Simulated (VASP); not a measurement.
```
MgI2
1.0
    2.08164    -3.60551     0.00000
    2.08164     3.60551     0.00000
    0.00000     0.00000     6.88195
Mg I
1 2
Direct
  0.00000   0.00000   0.00000
  0.33333   0.66667   0.24200
  0.66667   0.33333   0.75800
```

Level of theory: PBE GGA, VASP's PBE PAW potentials (set 64) (plane waves; VASP). Numerical set-up: 300 eV cut-off, 5×5×3 Γ-centred mesh, Fermi-Dirac smearing of 0.010 eV, potentials Mg I.

Tensors are in the Cartesian frame of the cell as typed.

Q: Give the electronic dielectric tensor ε∞ (DFPT, local fields included).

A: 
```
4.58  0.00  0.00
0.00  4.58  0.00
0.00  0.00  3.93
```

Q: Give the Born effective charges.

A: 
| atom | Z*xx | Z*yy | Z*zz | mean |
|---|---|---|---|---|
| Mg1 | 2.56 | 2.56 | 1.57 | 2.23 |
| I2 | -1.28 | -1.28 | -0.78 | -1.11 |
| I3 | -1.28 | -1.28 | -0.78 | -1.11 |

Q: And the static tensor with the ions free?

A: 
```
9.29  0.00  0.00
0.00  9.29  0.00
0.00  0.00  4.71
```

Q: Which frequencies do the optical Γ-point modes have (no LO-TO splitting)?

A: 65 (×2), 109, 173 (×2), 261 cm⁻¹.

The structure is a typed MgI2 crystal (P-3m1). The cell was not relaxed at this level. The run is one of a series of settings (EDIFF = 1E-8, IBRION = 8, LEPSILON = .TRUE., NSW = 1 against the base run), some of them coarse on purpose.
